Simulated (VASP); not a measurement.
Data:

```xyz
54
Lattice="0.0000 8.2562 8.2562 8.2562 0.0000 8.2562 8.2562 8.2562 0.0000" Properties=species:S:1:pos:R:3 pbc="T T T"
Mg     0.0000     0.0000     0.0000
Mg     2.7521     2.7521     0.0000
Mg     5.5041     5.5041     0.0000
Mg     2.7521     0.0000     2.7521
Mg     5.5041     2.7521     2.7521
Mg     8.2562    13.7603    11.0082
Mg     5.5041     0.0000     5.5041
Mg     8.2562     2.7521     5.5041
Mg    11.0082    13.7603    13.7603
Mg     0.0000     2.7521     2.7521
Mg     2.7521     5.5041     2.7521
Mg    13.7603     8.2562    11.0082
Mg     2.7521     2.7521     5.5041
Mg     5.5041     5.5041     5.5041
Mg     8.2470     8.2533     8.2342
Mg     8.2261     8.2187     5.4759
Mg     5.5041     2.7521     8.2562
Mg     8.2293     5.4824     8.2335
Mg    11.0091     8.2151     8.2720
Mg     0.0000     5.5041     5.5041
Mg     2.7521     8.2562     5.5041
Mg    13.7603    11.0082    13.7603
Mg     2.7521     5.5041     8.2562
Mg     5.5490     8.2952     8.2964
Mg     8.2787    11.0032     8.2581
Mg     5.5041     5.5041    11.0082
Mg     8.3010     8.2717    11.0356
Mg    11.0082    11.0082    11.0082
Se     2.7521     2.7521     2.7521
Se     5.5041     5.5041     2.7521
Se     8.2562     8.2562     2.7521
Se     5.5041     2.7521     5.5041
Se     8.2562     5.5041     5.5041
Se    11.0082     8.2562     5.5041
Se     8.2562     2.7521     8.2562
Se    11.0082     5.5041     8.2562
Se    13.7603     8.2562     8.2562
Se     2.7521     5.5041     5.5041
Se     5.5041     8.2562     5.5041
Se     8.2562    11.0082     5.5041
Se     5.5041     5.5041     8.2562
Se    11.0082    11.0082     8.2562
Se     8.2562     5.5041    11.0082
Se    11.0082     8.2562    11.0082
Se    13.7603    11.0082    11.0082
Se     2.7521     8.2562     8.2562
Se     5.5041    11.0082     8.2562
Se     8.2562    13.7603     8.2562
Se     5.5041     8.2562    11.0082
Se     8.2562    11.0082    11.0082
Se    11.0082    13.7603    11.0082
Se     8.2562     8.2562    13.7603
Se    11.0082    11.0082    13.7603
Se    13.7603    13.7603    13.7603
```

Level of theory: PBE GGA, VASP's PBE PAW potentials (set 64) (plane waves; VASP). Settings: PREC = Normal, LREAL = Auto, ISYM = 0, EDIFF = 1E-5, 400 eV cut-off, 1×1×1 Γ-centred mesh, Gaussian smearing of 0.050 eV, potentials Mg Se.

The supercell is sampled at Γ alone, which is coarse: total energies, pressure and levels can be off, energies of defects by several tenths of an eV.

The ions are relaxed. Give the cell that the relaxation ends in.

```xyz
54
Lattice="0.0000 8.2562 8.2562 8.2562 0.0000 8.2562 8.2562 8.2562 0.0000" Properties=species:S:1:pos:R:3 pbc="T T T"
Mg     0.0053     8.2534     8.2538
Mg     2.7943    10.9831     8.2682
Mg    13.7188     5.5241     8.2467
Mg     2.7998     8.2596    11.0036
Mg     5.4840     2.7581     2.7572
Mg     8.2625    13.7651    11.0040
Mg    13.7120     8.2504     5.5079
Mg     8.2506     2.7457     5.5090
Mg    11.0258    13.7545    13.7590
Mg     8.2568     2.7583    11.0129
Mg     2.7665     5.5058     2.7541
Mg    13.7239     8.2637    10.9783
Mg    11.0097    10.9920     5.5234
Mg     5.4835     5.4948     5.4901
Mg     8.2808     8.2518     8.2468
Mg     8.2327     8.2436     5.1887
Mg    13.7136    10.9951     8.2575
Mg     8.2641     5.1839     8.2428
Mg    11.0942     8.2476     8.2968
Mg     8.2552    13.7519     5.4971
Mg     2.7909     8.2476     5.5385
Mg    13.7450    11.0061    13.7594
Mg     2.7973     5.5158     8.2552
Mg     5.4420     8.2651     8.2236
Mg     8.2446    11.3211     8.2728
Mg     5.4999     5.5179    10.9904
Mg     8.2770     8.2705    11.3129
Mg    11.0277    11.0155    11.0254
Se     2.7306     2.7479     2.7670
Se     5.5082     5.5007     2.7498
Se     8.2603     8.2554     2.6172
Se     5.4979     2.7336     5.5128
Se     8.2512     5.5237     5.5257
Se    10.9017     8.2416     5.4185
Se     8.2577     2.6131     8.2561
Se    10.9234     5.3773     8.2568
Se    13.6901     8.2547     8.2586
Se     2.7295     5.4808     5.5079
Se     5.5820     8.2508     5.3621
Se     8.2451    10.9594     5.5524
Se     5.6048     5.3970     8.2329
Se    10.9076    11.1149     8.2806
Se     8.2645     5.5504    10.9589
Se    10.9318     8.2621    11.1540
Se    13.7836    11.0285    11.0030
Se     2.8358     8.2534     8.2542
Se     5.5896    11.1293     8.2591
Se     8.2557    13.8950     8.2546
Se     5.6091     8.2701    11.0924
Se     8.2565    10.9941    10.9911
Se    11.0109    13.7713    11.0052
Se     8.2559     8.2565    13.8897
Se    11.0022    11.0114    13.7623
Se    13.7797    13.7646    13.7468
```

How much energy does the relaxation gain?

The energy (σ→0) changes by -16.9 meV/atom, in 29 ionic steps.

The cell is a supercell with a defect, built from a database entry that may be metastable or hypothetical: Mg_Se. The run is not spin-polarised, so no state with unpaired spins was tried.
